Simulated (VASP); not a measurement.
## AlN: the relaxed cell at several levels

How close do the usual functionals, with and without dispersion, come to the cell of AlN? The levels: PBE, LDA, r2SCAN and PBE + D3(BJ). LASPH is on for some levels and off for others; the table marks which. The start is a cell from a database of measured crystal structures.

Program: VASP 6.6.1. Level of theory: PBE; plane waves and PAW (Al, N), in the first sound run; inputs show where later runs differ. Results are calculated unless marked as measured.

**What experiment says.**

“Electronic structure and chemical bonding anisotropy investigation of wurtzite AlN” (2011, arxiv:1112.6088) quotes from earlier work for AlN, wurtzite (literature value): lattice constant a (a lattice parameter, reported experimental value) 3.111 Å [Literature experimental value cited in the paper's theory part].

Report form: the programs' logs are mostly left out.

## 1. Set-up

Before any relaxation, the start is as follows. It takes space group P6_3mc (No. 186, hexagonal). Conventional cell: a = 3.081 Å, b = 3.081 Å, c = 5.031 Å, α = 90.00°, β = 90.00°, γ = 120.00°. Al has 4 N at 1.88 to 1.92 Å nearest. Nearest to N lie 4 Al at 1.88 to 1.92 Å. Farther neighbours and most contacts between anions are not listed.

Structure file:

```cif
data_structure
_symmetry_space_group_name_H-M 'P 1'
_symmetry_Int_Tables_number 1
_cell_length_a 3.0810
_cell_length_b 3.0810
_cell_length_c 5.0310
_cell_angle_alpha 90.000
_cell_angle_beta 90.000
_cell_angle_gamma 120.000
_cell_volume 41.36
loop_
_atom_site_label
_atom_site_type_symbol
_atom_site_fract_x
_atom_site_fract_y
_atom_site_fract_z
_atom_site_occupancy
Al1 Al 0.33333 0.66667 0.00000 1
Al2 Al 0.66667 0.33333 0.50000 1
N3 N 0.33333 0.66667 0.38200 1
N4 N 0.66667 0.33333 0.88200 1
```

## 2. Relaxation with PBE

The start need not lie at this functional's minimum. ISIF = 3 frees volume, shape and positions, and EDIFFG sets the threshold on forces and stress at which the search stops. PBE, the usual starting point, adds the gradient of the density.

File INCAR:

```
SYSTEM = AlN
PREC = Accurate
ENCUT = 560
EDIFF = 1E-06
NELM = 100
ISMEAR = -1
SIGMA = 0.05
LREAL = .FALSE.
ALGO = Normal
GGA = PE
NBANDS = 14
LORBIT = 11
LWAVE = .FALSE.
LCHARG = .FALSE.
KPAR = 2
IBRION = 2
NSW = 60
ISIF = 3
EDIFFG = -0.01
```

File POSCAR:

```
AlN
1.0
    3.0810000000      0.0000000000      0.0000000000
   -1.5405000000      2.6682242691      0.0000000000
    0.0000000000      0.0000000000      5.0310000000
Al N
2 2
Direct
    0.3333333333      0.6666666667      0.0000000000
    0.6666666667      0.3333333333      0.5000000000
    0.3333333333      0.6666666667      0.3820000000
    0.6666666667      0.3333333333      0.8820000000
```

File KPOINTS:

```
Automatic mesh
0
Gamma
7 7 4
0 0 0
```

PAW data sets: Al and N (PBE family, release 64).

Command:

```bash
$ mpirun -np 2 vasp_std
```

The job ended after 11 s (2 MPI ranks of Intel Xeon 6975P-C (Granite Rapids), shared host; peak memory 0.3 GiB).

The gap is read on the k-mesh alone, so it is an upper bound where the band edges lie off the mesh. The run keeps the 12 symmetry operations of its start, so it cannot find a distortion of lower symmetry.

Relaxation path:

| step | energy less that of the first step (eV) | largest force (eV/Å) | pressure (GPa) | volume (Å³) |
| --- | --- | --- | --- | --- |
| 1 | 0.0000 | 0.2318 | 5.96 | 41.36 |
| 2 | -0.0062 | 0.3011 | -4.92 | 43.69 |
| 3 | -0.0333 | 0.0564 | -0.11 | 42.56 |
| 4 | -0.0333 | 0.0504 | -0.02 | 42.53 |
| 5 | -0.0340 | 0.0243 | 0.06 | 42.51 |
| 6 | -0.0342 | 0.0000 | 0.12 | 42.49 |

| conventional cell, symmetrised | before | after | change |
| --- | --- | --- | --- |
| a (Å) | 3.081 | 3.128 | +1.5 % |
| b (Å) | 3.081 | 3.128 | +1.5 % |
| c (Å) | 5.031 | 5.015 | -0.3 % |
| volume (Å³/atom) | 10.34 | 10.62 | +2.7 % |

The relaxed structure:

```
Al N
1.0
     3.12780    0.00000    0.00000
    -1.56390    2.70875    0.00000
     0.00000    0.00000    5.01507
Al N
2 2
Cartesian
  0.0000 1.8058 0.0012
  1.5639 0.9029 2.5088
  0.0000 1.8058 1.9145
  1.5639 0.9029 4.4221
```

A gap read on the k-mesh alone can miss the band edges.

Numbers from this step:

| Item | Value |
| --- | --- |
| electrons | 16 |
| bands | 14 |
| irreducible k-points | 24 |
| symmetry operations | 12 |
| free energy (TOTEN) | -29.78 eV |
| Fermi energy | 6.952 eV |
| pressure | 0.1197 GPa |
| metallic | no |
| valence top at k | 0, 0, 0 |
| conduction bottom at k | 0, 0, 0 |
| least direct gap at k | 0, 0, 0 |
| SCF cycles over all ionic steps | 42 |
| gap on the k-mesh | 4.062 eV |
| least direct gap on the k-mesh | 4.062 eV |

It ends with forces under 0.001 eV/Å and a pressure of 0.12 GPa. The volume lies +2.7 % from that of the database's start. The conventional cell has a = 3.128 and c = 5.015 Å.

## 3. Relaxation with LDA

This step: LDA; plane waves and PAW (Al, N) (VASP 6.6.1).

LDA, the lowest rung, knows the local density alone.

Edit INCAR of step 2 so:

```diff
@@ -9,3 +9,3 @@
 ALGO = Normal
-GGA = PE
+GGA = CA
 NBANDS = 14
```

POSCAR is that of step 2.

KPOINTS is that of step 2.

Command:

```bash
$ mpirun -np 2 vasp_std
```

It took 10 s on 2 MPI ranks; peak memory 0.26 GiB; 20 s of CPU time.

The PAW data sets were made with PBE, though LDA sets exist; this is a small mismatch.

Step by step:

| step | energy less that of the first step (eV) | largest force (eV/Å) | pressure (GPa) | volume (Å³) |
| --- | --- | --- | --- | --- |
| 1 | 0.0000 | 0.2295 | -1.21 | 41.36 |
| 2 | -0.0042 | 0.3851 | 1.03 | 40.89 |
| 3 | -0.0139 | 0.0823 | -0.11 | 41.10 |
| 4 | -0.0150 | 0.0311 | 0.11 | 41.05 |
| 5 | -0.0153 | 0.0088 | 0.29 | 41.01 |
| 6 | -0.0153 | 0.0040 | -0.27 | 41.11 |
| 7 | -0.0153 | 0.0025 | 0.01 | 41.06 |

| conventional cell, symmetrised | before | after | change |
| --- | --- | --- | --- |
| a (Å) | 3.081 | 3.094 | +0.4 % |
| b (Å) | 3.081 | 3.094 | +0.4 % |
| c (Å) | 5.031 | 4.951 | -1.6 % |
| volume (Å³/atom) | 10.34 | 10.26 | -0.7 % |

Final coordinates:

```
Al N
1.0
     3.09446    0.00000    0.00000
    -1.54723    2.67988    0.00000
     0.00000    0.00000    4.95091
Al N
2 2
Direct
  0.33333 0.66667 0.99996
  0.66667 0.33333 0.49996
  0.33333 0.66667 0.38204
  0.66667 0.33333 0.88204
```

This step gave:

```
free energy (TOTEN)             : -32.81 eV
Fermi energy                    : 7.097 eV
pressure                        : 0.01336 GPa
SCF cycles over all ionic steps : 46
gap on the k-mesh               : 4.372 eV
least direct gap on the k-mesh  : 4.372 eV
```

It ends at 10.26 Å³/atom, -0.7 % from the start, with 0.01 GPa left. The conventional cell has a = 3.094 and c = 4.951 Å.

## 4. Relaxation with r2SCAN

This step: r2SCAN; plane waves and PAW (Al, N) (VASP 6.6.1).

r2SCAN adds the kinetic-energy density, costs more than a GGA and is run with LASPH.

Edit INCAR of step 3 so:

```diff
@@ -9,3 +9,4 @@
 ALGO = Normal
-GGA = CA
+METAGGA = R2SCAN
+LASPH = .TRUE.
 NBANDS = 14
```

POSCAR is that of step 3.

KPOINTS is that of step 3.

Command:

```bash
$ mpirun -np 2 vasp_std
```

It took 51 s on 2 MPI ranks; peak memory 0.3 GiB; 1.7 min of CPU time.

The PAW data sets were made with PBE, which is usual practice but a small mismatch for other functionals.

The steps of the relaxation:

| step | energy less that of the first step (eV) | largest force (eV/Å) | pressure (GPa) | volume (Å³) |
| --- | --- | --- | --- | --- |
| 1 | 0.0000 | 0.2312 | 1.23 | 41.36 |
| 2 | -0.0027 | 0.3696 | -1.26 | 41.83 |
| 3 | -0.0138 | 0.0722 | -0.20 | 41.61 |
| 4 | -0.0147 | 0.0325 | 0.04 | 41.55 |
| 5 | -0.0148 | 0.0000 | 0.25 | 41.50 |
| 6 | -0.0148 | 0.0078 | 0.20 | 41.52 |
| 7 | -0.0148 | 0.0084 | -0.19 | 41.59 |
| 8 | -0.0149 | 0.0024 | -0.04 | 41.56 |

| conventional cell, symmetrised | before | after | change |
| --- | --- | --- | --- |
| a (Å) | 3.081 | 3.105 | +0.8 % |
| b (Å) | 3.081 | 3.105 | +0.8 % |
| c (Å) | 5.031 | 4.976 | -1.1 % |
| volume (Å³/atom) | 10.34 | 10.39 | +0.5 % |

The relaxed structure:

```xyz
4
Lattice="3.1055 0.0000 0.0000 -1.5527 2.6894 0.0000 0.0000 0.0000 4.9761" Properties=species:S:1:pos:R:3 pbc="T T T"
Al    0.0000    1.7930    0.0008
Al    1.5527    0.8965    2.4888
N     0.0000    1.7930    1.9001
N     1.5527    0.8965    4.3882
```

It ends at 10.39 Å³/atom, +0.5 % from the start, with -0.04 GPa left. The conventional cell has a = 3.105 and c = 4.976 Å.

## 5. Relaxation with PBE + D3(BJ)

This step: PBE with D3(BJ); plane waves and PAW (Al, N) (VASP 6.6.1).

A dispersion term adds the long-range attraction that semilocal functionals lack. D3 with Becke-Johnson damping keeps a finite attraction at short range.

Edit INCAR of step 4 so:

```diff
@@ -9,4 +9,4 @@
 ALGO = Normal
-METAGGA = R2SCAN
-LASPH = .TRUE.
+GGA = PE
+IVDW = 12
 NBANDS = 14
```

POSCAR is that of step 4.

KPOINTS is that of step 4.

Command:

```bash
$ mpirun -np 2 vasp_std
```

It took 12 s on 2 MPI ranks; peak memory 0.32 GiB; 23 s of CPU time.

Relaxation path:

| step | energy less that of the first step (eV) | largest force (eV/Å) | pressure (GPa) | volume (Å³) |
| --- | --- | --- | --- | --- |
| 1 | 0.0000 | 0.2322 | 1.62 | 41.36 |
| 2 | -0.0028 | 0.3613 | -1.55 | 41.98 |
| 3 | -0.0140 | 0.0695 | -0.22 | 41.69 |
| 4 | -0.0150 | 0.0367 | 0.03 | 41.62 |
| 5 | -0.0152 | 0.0124 | 0.24 | 41.57 |
| 6 | -0.0152 | 0.0098 | -0.21 | 41.66 |
| 7 | -0.0153 | 0.0006 | -0.01 | 41.62 |

| conventional cell, symmetrised | before | after | change |
| --- | --- | --- | --- |
| a (Å) | 3.081 | 3.108 | +0.9 % |
| b (Å) | 3.081 | 3.108 | +0.9 % |
| c (Å) | 5.031 | 4.977 | -1.1 % |
| volume (Å³/atom) | 10.34 | 10.41 | +0.6 % |

Final coordinates:

```xyz
4
Lattice="3.1076 0.0000 0.0000 -1.5538 2.6913 0.0000 0.0000 0.0000 4.9767" Properties=species:S:1:pos:R:3 pbc="T T T"
Al    0.0000    1.7942    0.0004
Al    1.5538    0.8971    2.4887
N     0.0000    1.7942    1.9007
N     1.5538    0.8971    4.3891
```

It ends at 10.41 Å³/atom, +0.6 % from the start, with -0.01 GPa left. The conventional cell has a = 3.108 and c = 4.977 Å. Against plain PBE, the dispersion term moves a by -0.6 % and c by -0.8 %.

## 6. The cells as a table

This step: relaxed cells at several levels; plane waves and PAW (VASP 6.6.1).

No new run; the numbers come from the runs before.

Lengths are those of the conventional cell; cost is the wall time of each run, as given at its step, times its ranks, without the set-up around it; LASPH differs between rows, which moves results and costs too. Results by level, by row:

| level | volume (Å³/atom) | change from the start (%) | a (Å) | c (Å) | cost (core minutes) | LASPH |
| --- | --- | --- | --- | --- | --- | --- |
| PBE | 10.62 | 2.7 | 3.128 | 5.015 | 0.353 | off |
| LDA | 10.26 | -0.7 | 3.094 | 4.951 | 0.34 | off |
| r2SCAN | 10.39 | 0.5 | 3.105 | 4.976 | 1.7 | on |
| PBE + D3(BJ) | 10.41 | 0.6 | 3.108 | 4.977 | 0.4 | off |

## 7. Outcome

- volume, PBE: 10.62 Å³/atom
- volume, LDA: 10.26 Å³/atom
- volume, r2SCAN: 10.39 Å³/atom
- volume, PBE + D3(BJ): 10.41 Å³/atom

**Reading.** For AlN the levels give volumes between 10.26 Å³/atom (LDA) and 10.62 Å³/atom (PBE), a spread of 3.5 %, while the cost of the finished runs spans a factor of 5. Only a has a measured value here, so the levels are not ranked on the whole cell. The costs hold the number of ionic steps as well as the price of the functional. Adding D3(BJ) to PBE changes the volume by -2.0 % (a by -0.6 % and c by -0.8 %). Within 0.02 Å all end in space group P6_3mc; the runs can't lower the symmetry of the start. LASPH is on for some levels and off for others, so differences between them are not the functional's alone. Each is a single relaxation on the plane waves of the start cell, so larger changes of volume carry a basis-set error that was not tested here.

Computed beside measured:

```
              quantity  measured             PBE             LDA          r2SCAN    PBE + D3(BJ)
lattice constant a (Å)     3.111  3.128 (+0.5 %)  3.094 (-0.5 %)  3.105 (-0.2 %)  3.108 (-0.1 %)
```

Measured values from arxiv:1112.6088 (2011).

How well it matches: For the lattice constant a, of the levels listed nearest comes PBE + D3(BJ) (-0.1 %, good agreement) and farthest PBE (+0.5 %, good agreement). The grades are ours: good and fair within 0.7 and 1.5 % for the lattice constant a. Zero-point motion and thermal expansion are not in the computed lattice constants.

[Lines on the potential files, build, host, timing and source positions are cut from VASP's logs without a mark.]

[Logs are printed without paths, hosts, clocks, repeated set-up lines and the standing remarks that a program may print on its own settings, such as how far it seeks lower states.]

[Hosts, paths, dates, database ids (printed as entryN), source tags and the programs' standing remarks are cut or masked in the printed files.]

[A measured line is paired with the nearest computed mode of its activity, which favours agreement.]
